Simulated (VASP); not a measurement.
# A VASP study of Fe (LDA): structure first, properties next

What structure and properties does LDA give Fe, and how near are they to the measured ones? The steps: full relaxation (LDA), second relaxation, single point with fields (LDA), band structure (LDA), total and projected DOS (LDA), core levels (LDA), independent-particle dielectric function (LDA) and field gradients at the nuclei (LDA). The start is a cell from a database of measured crystal structures.

Main program and level: VASP 6.6.1; LDA, spin-polarised from a ferromagnetic start (one magnetic atom a cell); plane waves and PAW (Fe).

**Measured values to reproduce.**

“Abiotic ammonium formation in the presence of Ni-Fe metals and alloys and its implications for the Hadean nitrogen cycle” (2008, pmc:2430951) reports for Fe, bcc, by powder XRD, LeBail refinement (commercial iron metal powder): lattice constant a (cubic cell parameter a) 2.866 ± 0.001 Å [commercial metal powder; measurement temperature not stated].

The database entry behind the starting cell differs from later determinations by our own check (an axis about 0.7 % long against later determinations), so it need not match the best structure at ambient conditions.

## (1) The starting structure

Before any relaxation, the start is as follows. It takes space group Im-3m (No. 229, cubic). The conventional cell has a = 2.886 Å, b = 2.886 Å, c = 2.886 Å, α = 90.00°, β = 90.00°, γ = 90.00°. Nearest to Fe lie 8 Fe at 2.50 Å.

As a file:

```cif
data_structure
_symmetry_space_group_name_H-M 'Im-3m'
_symmetry_Int_Tables_number 229
_cell_length_a 2.8860
_cell_length_b 2.8860
_cell_length_c 2.8860
_cell_angle_alpha 90.000
_cell_angle_beta 90.000
_cell_angle_gamma 90.000
_cell_volume 24.04
loop_
_atom_site_label
_atom_site_type_symbol
_atom_site_symmetry_multiplicity
_atom_site_Wyckoff_symbol
_atom_site_fract_x
_atom_site_fract_y
_atom_site_fract_z
_atom_site_occupancy
Fe1 Fe 2 a 0.00000 0.00000 0.00000 1
```

## (2) Full relaxation (LDA)

Properties are meant for the cell that this level of theory prefers, so cell and atoms are relaxed first (ISIF = 3) until forces and stress are small; EDIFFG sets the threshold. LDA, the lowest rung, knows the local density alone.

File INCAR:

```
SYSTEM = Fe
PREC = Accurate
ENCUT = 400
EDIFF = 1E-06
NELM = 100
ISMEAR = 1
SIGMA = 0.2
LREAL = .FALSE.
ALGO = Normal
GGA = CA
NBANDS = 10
ISPIN = 2
MAGMOM = 3
LMAXMIX = 4
LORBIT = 11
LWAVE = .FALSE.
LCHARG = .FALSE.
KPAR = 2
IBRION = 2
NSW = 60
ISIF = 3
EDIFFG = -0.01
```

File POSCAR:

```
Fe
1.0
   -1.4430000000      1.4430000000      1.4430000000
    1.4430000000     -1.4430000000      1.4430000000
    1.4430000000      1.4430000000     -1.4430000000
Fe
1
Direct
    0.0000000000      0.0000000000      0.0000000000
```

File KPOINTS:

```
Automatic mesh
0
Gamma
13 13 13
0 0 0
```

PAW data sets: Fe (LDA family, release 64).

Started as:

```
> mpirun -np 2 vasp_std
```

The log of the run:

```text
[banner, memory and clock lines left out]
running    2 mpi-ranks, on    1 nodes
 distrk:  each k-point on    1 cores,    2 groups
 distr:  one band on    1 cores,    1 groups

 POSCAR found type information on POSCAR Fe
 POSCAR found :  1 types and       1 ions
 LDA part: xc-table for (Slater(with rela. corr.)+CA(PZ))
 , standard interpolation
 POSCAR, INCAR and KPOINTS ok, starting setup
 FFT: planning ... GRIDC
 FFT: planning ... GRID_SOFT
 FFT: planning ... GRID
 WAVECAR not read
 entering main loop
       N       E                     dE             d eps       ncg     rms          rms(c)
DAV:   1     0.134834903304E+02    0.13483E+02   -0.34570E+03  3602   0.807E+02
DAV:   2    -0.980524183109E+01   -0.23289E+02   -0.21452E+02  3374   0.119E+02
DAV:   3    -0.101842090991E+02   -0.37897E+00   -0.37704E+00  3828   0.198E+01
DAV:   4    -0.101859526845E+02   -0.17436E-02   -0.17434E-02  3686   0.121E+00
DAV:   5    -0.101859687289E+02   -0.16044E-04   -0.16045E-04  3706   0.114E-01    0.111E+01
DAV:   6    -0.921135501477E+01    0.97461E+00   -0.13809E+01  3654   0.573E+01    0.661E+00
DAV:   7    -0.908558409422E+01    0.12577E+00   -0.11891E+00  3680   0.163E+01    0.341E+00
DAV:   8    -0.907510228946E+01    0.10482E-01   -0.49100E-03  4378   0.598E-01    0.114E+00
DAV:   9    -0.906670414454E+01    0.83981E-02   -0.75248E-03  5126   0.657E-01    0.256E-01
DAV:  10    -0.906617239684E+01    0.53175E-03   -0.29296E-04  3632   0.307E-01    0.587E-02
DAV:  11    -0.906618145807E+01   -0.90612E-05   -0.30099E-05  3784   0.593E-02    0.336E-02
DAV:  12    -0.906618372483E+01   -0.22668E-05   -0.12679E-06  2740   0.119E-02    0.128E-02
DAV:  13    -0.906618481118E+01   -0.10864E-05   -0.15449E-06  2236   0.900E-03    0.117E-02
DAV:  14    -0.906618364413E+01    0.11670E-05   -0.21553E-07  1716   0.710E-03    0.135E-03
DAV:  15    -0.906618364593E+01   -0.18023E-08   -0.74280E-09  1710   0.103E-03
   1 F= -.90661836E+01 E0= -.90653103E+01  d E =-.906618E+01  mag=     2.1599
 curvature:   0.00 expect dE= 0.000E+00 dE for cont linesearch  0.000E+00
 trial: gam= 0.00000 g(F)=  0.155E-63 g(S)=  0.606E+00 ort = 0.000E+00 (trialstep = 0.100E+01)
 search vector abs. value=  0.606E+00
 bond charge predicted
       N       E                     dE             d eps       ncg     rms          rms(c)
DAV:   1    -0.153411889596E+02   -0.62750E+01   -0.13621E+02  3626   0.182E+02    0.306E+01
DAV:   2    -0.929118955286E+01    0.60500E+01   -0.28891E+01  3644   0.970E+01    0.142E+01
DAV:   3    -0.909758565239E+01    0.19360E+00   -0.25902E-01  3628   0.794E+00    0.774E+00
DAV:   4    -0.902950788175E+01    0.68078E-01   -0.19627E-02  3716   0.139E+00    0.251E+00
DAV:   5    -0.897603389234E+01    0.53474E-01   -0.68910E-02  3650   0.268E+00    0.283E-01
DAV:   6    -0.897634178273E+01   -0.30789E-03   -0.49409E-04  3788   0.290E-01    0.159E-01
DAV:   7    -0.897652636656E+01   -0.18458E-03   -0.11620E-04  3670   0.165E-01    0.709E-02
DAV:   8    -0.897654534338E+01   -0.18977E-04   -0.50983E-05  4192   0.830E-02    0.162E-02
DAV:   9    -0.897654431483E+01    0.10285E-05   -0.84377E-07  2042   0.126E-02    0.698E-03
DAV:  10    -0.897654432628E+01   -0.11451E-07   -0.15974E-07  1698   0.564E-03
   2 F= -.89765443E+01 E0= -.89759197E+01  d E =0.896393E-01  mag=     1.5873
[...]
3 F= -.92309191E+01 E0= -.92310257E+01  d E =-.164735E+00  mag=     1.9933
 curvature:  -0.19 expect dE=-0.809E-04 dE for cont linesearch -0.809E-04
 ZBRENT: interpolating
 opt :   0.4829  next Energy=    -9.230989 (dE=-0.165E+00)
 bond charge predicted
       N       E                     dE             d eps       ncg     rms          rms(c)
DAV:   1    -0.923168852730E+01   -0.77020E-03   -0.14063E-02  3600   0.213E+00    0.250E-01
DAV:   2    -0.923108681582E+01    0.60171E-03   -0.61375E-03  3654   0.118E+00    0.207E-01
DAV:   3    -0.923102079566E+01    0.66020E-04   -0.38810E-04  3654   0.316E-01    0.809E-02
DAV:   4    -0.923101356982E+01    0.72258E-05   -0.34412E-06  3696   0.298E-02    0.185E-02
DAV:   5    -0.923100717249E+01    0.63973E-05   -0.70745E-06  3536   0.244E-02    0.268E-03
DAV:   6    -0.923100722897E+01   -0.56478E-07   -0.99726E-08  1682   0.324E-03
   4 F= -.92310072E+01 E0= -.92310805E+01  d E =-.164824E+00  mag=     1.9895
 curvature:  -0.16 expect dE=-0.876E-06 dE for cont linesearch -0.876E-06
 trial: gam=-0.00299 g(F)=  0.869E-65 g(S)=  0.545E-05 ort = 0.182E-02 (trialstep = 0.897E+00)
 search vector abs. value=  0.149E-09
 reached required accuracy - stopping structural energy minimisation
```

The job ended after 22 s (2 MPI ranks of AMD EPYC 7R43, shared host; peak memory 0.19 GiB; 41 s of CPU time).

The logs omit lines about the potential files and the build; timing stands in the text.

From OUTCAR (step 2):

```text
ion  position               nearest neighbor table
   1  0.000  0.000  0.000-

  LATTYP: Found a body centered cubic cell.
 ALAT       =     2.8860000000

 Subroutine GETGRP returns: Found 48 space group operations
 (whereof 48 operations were pure point group operations)

The static configuration has the point symmetry O_h .

 Found     84 irreducible k-points:

   k-points           NKPTS =     84   k-points in BZ     NKDIM =     84   number of bands    NBANDS=     10

   dimension x,y,z NGX =    16 NGY =   16 NGZ =   16
   dimension x,y,z NGXF=    32 NGYF=   32 NGZF=   32

   ENCUT  =  400.0 eV  29.40 Ry    5.42 a.u.   4.08  4.08  4.08*2*pi/ulx,y,z

   NELECT =       8.0000    total number of electrons

 k-points in reciprocal lattice and weights: Automatic mesh
   0.00000000  0.00000000  0.00000000       0.000
   0.07692308  0.00000000  0.00000000       0.005
   0.15384615  0.00000000  0.00000000       0.005
   0.23076923  0.00000000  0.00000000       0.005
   0.30769231  0.00000000  0.00000000       0.005
   0.38461538  0.00000000  0.00000000       0.005
   0.46153846  0.00000000  0.00000000       0.005
   0.07692308  0.07692308  0.00000000       0.011
   0.15384615  0.07692308 -0.00000000       0.022
[...]
-0.46153846 -0.46153846  0.38461538       0.004
  -0.46153846  0.46153846  0.46153846       0.003

 average (electrostatic) potential at core
       1 -43.0432

 E-fermi :   6.7953

 spin component 1
 k-point     1 :       0.0000    0.0000    0.0000
  band No.  band energies     occupation
    ...
      2       4.2182      1.00000
      3       4.2182      1.00000
      4       4.2182      1.00000
      5       5.7785      1.00000
      6       5.7785      1.00000
      7      32.4285      0.00000
      8      32.4285      0.00000
      9      32.4285      0.00000
     10      38.1899      0.00000

 k-point     2 :       0.0769    0.0000    0.0000
  band No.  band energies     occupation
    ...
      2       4.1399      1.00000
      3       4.2101      1.00000
      4       4.3703      1.00000
      5       5.7003      1.00000
      6       5.7850      1.00000
      7      30.9939      0.00000
      8      32.0943      0.00000
      9      32.3238      0.00000
     10      37.4671      0.00000

 k-point     3 :       0.1538    0.0000    0.0000
  band No.  band energies     occupation
    ...
      2       3.9265      1.00000
      3       4.1505      1.00000
      4       4.8048      1.00000
      5       5.5609      1.00000
      6       5.8071      1.00000
      7      27.9416      0.00000
      8      30.8879      0.00000
      9      32.0867      0.00000
     10      35.6146      0.00000

 k-point     4 :       0.2308    0.0000    0.0000
  band No.  band energies     occupation
    ...
      2       3.6353      1.00000
      3       4.0575      1.00000
      4       5.4551      1.00000
      5       5.5348      1.00000
      6       5.8488      1.00000
      7      24.3664      0.00000
      8      29.1800      0.00000
      9      31.8387      0.00000
     10      33.0606      0.00000

 k-point     5 :       0.3077    0.0000    0.0000
  band No.  band energies     occupation
    ...
      2       3.3378      1.00000
      3       4.3159      1.00000
      4       5.6465      1.00000
      5       5.9075      1.00000
      6       6.2044      1.00012
      7      20.7672      0.00000
      8      27.5836      0.00000
      9      30.8644      0.00000
     10      31.6424      0.00000

 k-point     6 :       0.3846    0.0000    0.0000
  band No.  band energies     occupation
      1       1.1997      1.00000
      2       3.0993      1.00000
      3       5.3563      1.00000
      4       5.8661      1.00000
      5       5.9678      1.00000
      6       6.8836      0.16383
      7      17.5173      0.00000
      8      26.4009      0.00000
      9      29.2121      0.00000
     10      31.5133      0.00000

  Total       -0.0061382     -0.0061382     -0.0061382      0.0000000     -0.0000000      0.0000000
  in kB       -0.9473695     -0.9473695     -0.9473695      0.0000000     -0.0000000      0.0000000
  external PRESSURE =      -0.9473695 kB  Pullay stress =       0.0000000 kB

  energy-cutoff  :      400.00
  volume of cell :       10.38
      direct lattice vectors                 reciprocal lattice vectors
    -1.374220435  1.374220435  1.374220435     0.000000000  0.363842647  0.363842647
     1.374220435 -1.374220435  1.374220435     0.363842647  0.000000000  0.363842647
     1.374220435  1.374220435 -1.374220435     0.363842647  0.363842647  0.000000000

 POSITION                                       TOTAL-FORCE (eV/Angst)
 -----------------------------------------------------------------------------------
     -0.00000      0.00000      0.00000         0.000000      0.000000     -0.000000
 -----------------------------------------------------------------------------------
    total drift:                                0.000000     -0.000000      0.000000

  FREE ENERGIE OF THE ION-ELECTRON SYSTEM (eV)
  ---------------------------------------------------
  free  energy   TOTEN  =        -9.2310072290 eV

  energy  without entropy=       -9.2312270427  energy(sigma->0) =       -9.23108050

 reached required accuracy - stopping structural energy minimisation

 total charge
# of ion       s       p       d       tot
------------------------------------------
    1        0.527   0.619   6.335   7.481

 magnetization (x)
# of ion       s       p       d       tot
------------------------------------------
    1       -0.010  -0.035   2.001   1.956

[... 6 further parts left out ...]
```

CONTCAR:

```
Fe
   1.00000000000000
    -1.3742204346381479    1.3742204346381479    1.3742204346381479
     1.3742204346381479   -1.3742204346381479    1.3742204346381479
     1.3742204346381479    1.3742204346381479   -1.3742204346381479
  Fe
     1
Direct
     0.0000000000000000    0.0000000000000000    0.0000000000000000
```

The cell holds one magnetic atom, so no antiferromagnetic order fits into it. After so large a change of volume the plane waves of the start cell no longer fit, so the final stress carries a basis-set error. The run keeps the 48 symmetry operations of its start, so it cannot find a distortion of lower symmetry.

The steps of the relaxation:

| step | energy less that of the first step (eV) | largest force (eV/Å) | pressure (GPa) | volume (Å³) |
| --- | --- | --- | --- | --- |
| 1 | 0.0000 | 0.0000 | -27.27 | 12.02 |
| 2 | 0.0896 | 0.0000 | 60.08 | 8.80 |
| 3 | -0.1647 | 0.0000 | -0.84 | 10.41 |
| 4 | -0.1648 | 0.0000 | -0.09 | 10.38 |

| conventional cell, symmetrised | before | after | change |
| --- | --- | --- | --- |
| a (Å) | 2.886 | 2.748 | -4.8 % |
| b (Å) | 2.886 | 2.748 | -4.8 % |
| c (Å) | 2.886 | 2.748 | -4.8 % |
| volume (Å³/atom) | 12.02 | 10.38 | -13.6 % |

The relaxed structure:

```xyz
1
Lattice="-1.3742 1.3742 1.3742 1.3742 -1.3742 1.3742 1.3742 1.3742 -1.3742" Properties=species:S:1:pos:R:3 pbc="T T T"
Fe    0.0000    0.0000    0.0000
```

Numbers from this step:

```yaml
electrons: 8
bands: 10
irreducible_k_points: 84
symmetry_operations: 48
free_energy_toten: -9.231 eV
energy_at_zero_smearing: -9.231 eV
fermi_energy: 6.795 eV
pressure: -0.09474 GPa
moment_of_the_cell_from_the_last_line_of_the_log: 1.990 μB
metallic_judged_on_the_points_sampled: yes
scf_cycles_over_all_ionic_steps: 40
```

Spin moment in the PAW sphere by atom:

| atom | spin moment in the PAW sphere (μB) |
| --- | --- |
| Fe1 | 1.96 |

It ends with forces that vanish by symmetry and a pressure of -0.09 GPa. The volume lies -13.6 % from that of the database's start, part of which can be the thermal and zero-point expansion of its experiment. That is more than most functionals err by.

(Continued in part 2 of 4.)

[Lines on the potential files, build, host, timing and source positions are cut from VASP's logs without a mark.]

[Logs are printed without paths, hosts, clocks, repeated set-up lines and the standing remarks that a program may print on its own settings, such as how far it seeks lower states.]

[Hosts, paths, dates, database ids (printed as entryN), source tags and the programs' standing remarks are cut or masked in the printed files.]

[A measured line is paired with the nearest computed mode of its activity, which favours agreement.]

[In band tables of VASP the shares of atoms and orbitals are scaled to a sum of 1 inside the atoms' spheres.]
